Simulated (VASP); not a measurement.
VASP ran on this input.

POSCAR:
```
InAs
1.0
  0.0000000000   2.7743606861   2.7743606861
  2.7743606861   0.0000000000   2.7743606861
  2.7743606861   2.7743606861   0.0000000000
In As
1 1
Cartesian
  0.0000000000   0.0000000000   0.0000000000
  1.3871803431   1.3871803431   1.3871803431
```

INCAR:
```
SYSTEM = InAs
PREC = Accurate
ENCUT = 500
EDIFF = 1E-6
NELM = 100
ALGO = Normal
LREAL = .FALSE.
LASPH = .TRUE.
ISMEAR = 0
SIGMA = 0.05
GGA = PS
LMAXMIX = 4
LWAVE = .FALSE.
LCHARG = .FALSE.
IBRION = 2
ISIF = 3
NSW = 40
EDIFFG = -0.02
PSTRESS = 450
```

### KPOINTS
```
Automatic mesh
0
Gamma
8 8 8
0 0 0
```

POTCAR, in this order: In_d As (PBE.64 set). Program: vasp_std.

Translate this PBEsol calculation to Quantum ESPRESSO's pw.x.

One equivalent input (not run):
```
&CONTROL
  calculation = 'vc-relax'
  pseudo_dir = './pseudo'
  outdir = './out'
  tprnfor = .true.
  tstress = .true.
  nstep = 40
  forc_conv_thr = 0.00078
/
&SYSTEM
  ibrav = 0
  nat = 2
  ntyp = 2
  ecutwfc = 84
  occupations = 'smearing'
  smearing = 'gaussian'
  degauss = 0.003675
  input_dft = 'pbesol'
/
&ELECTRONS
  conv_thr = 7.3e-08
  electron_maxstep = 100
/
&IONS
/
&CELL
  press = 450
/
ATOMIC_SPECIES
  In 114.818 In.upf
  As 74.922 As.upf
CELL_PARAMETERS angstrom
     0.0000000    2.7743607    2.7743607
     2.7743607    0.0000000    2.7743607
     2.7743607    2.7743607    0.0000000
ATOMIC_POSITIONS crystal
  In   0.0000000  0.0000000  0.0000000
  As   0.2500000  0.2500000  0.2500000
K_POINTS automatic
  8 8 8 0 0 0
```
Limits of the translation: the potentials are each code's own (VASP's PAW set, PseudoDojo norm-conserving files in pw.x), so ENCUT and ecutwfc are chosen apart and not converted; conv_thr bounds pw.x's estimated SCF error, while EDIFF bounds the energy change between steps; forc_conv_thr acts on force components and is met together with etot_conv_thr.

The structure was generated: InAs was put into the zinc blende type (F-43m), which need not be its known phase. This run relaxes it under an external pressure of 45 GPa. Symmetry was kept, so distortions that lower it aren't found.
